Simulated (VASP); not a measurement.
Computed with optB88-vdW, VASP's PBE PAW potentials (set 64) (plane waves; VASP 6.6.1).

VASP ran on this input.

### POSCAR
```
SnO
1
    3.7906337445     0.0000000000     0.0000000000
    0.0000000000     3.7906337445     0.0000000000
    0.0000000000    -0.0000000000     4.6922624935
Sn O
2 2
Direct
  0.5000000000   1.0000000000   0.7516128518
  0.0000000000   0.5000000000   0.2483871482
  0.5000000000   0.5000000000   0.0000000000
  0.0000000000   0.0000000000   0.0000000000
```

### INCAR
```
AGGAC  =  0.0
ALGO  =  Normal
EDIFF  =  1E-6
EDIFFG  =  -0.02
ENCUT  =  520
GGA  =  BO
IBRION  =  2
ISIF  =  3
ISMEAR  =  1
LASPH  =  .TRUE.
LCHARG  =  .FALSE.
LMAXMIX  =  4
LREAL  =  .FALSE.
LUSE_VDW  =  .TRUE.
LWAVE  =  .FALSE.
NELM  =  100
NSW  =  60
PARAM1  =  0.1833333333
PARAM2  =  0.22
PREC  =  Accurate
SIGMA  =  0.1
SYSTEM  =  SnO
```

File KPOINTS:
```
Regular mesh
0
Gamma
  7 7 6
```

POTCAR, in this order: Sn_d O (PBE.64 set). Program: vasp_std.

Energy and stress use the plane-wave basis of the starting cell.

Problem. Estimate the energy per atom (σ→0), volume per atom.

Solution. 
```json
{
 "energy per atom (σ→0)": "-3.318 eV/atom",
 "volume_per_atom": "18.19 Å^3/atom"
}
```

### OSZICAR
```
...
DAV:   2    -0.132808458786E+02    0.56123E-01   -0.24462E-01  2504   0.481E+00    0.561E-01
DAV:   3    -0.132725252680E+02    0.83206E-02   -0.19738E-02  2464   0.276E+00    0.258E-01
DAV:   4    -0.132705417506E+02    0.19835E-02   -0.63684E-03  2472   0.143E+00    0.659E-02
DAV:   5    -0.132704693346E+02    0.72416E-04   -0.16893E-03  2664   0.468E-01    0.351E-02
DAV:   6    -0.132704353861E+02    0.33949E-04   -0.17102E-04  2816   0.127E-01    0.108E-02
DAV:   7    -0.132704365202E+02   -0.11342E-05   -0.14061E-05  2832   0.356E-02    0.426E-03
DAV:   8    -0.132704361964E+02    0.32386E-06   -0.34569E-06  1768   0.172E-02
  11 F= -.13270436E+02 E0= -.13270501E+02  d E =-.394495E-03
```

The compound is SnO in the litharge structure. This run relaxes it. Symmetry was kept, so distortions that lower it aren't found. The start is the result of an earlier pass.
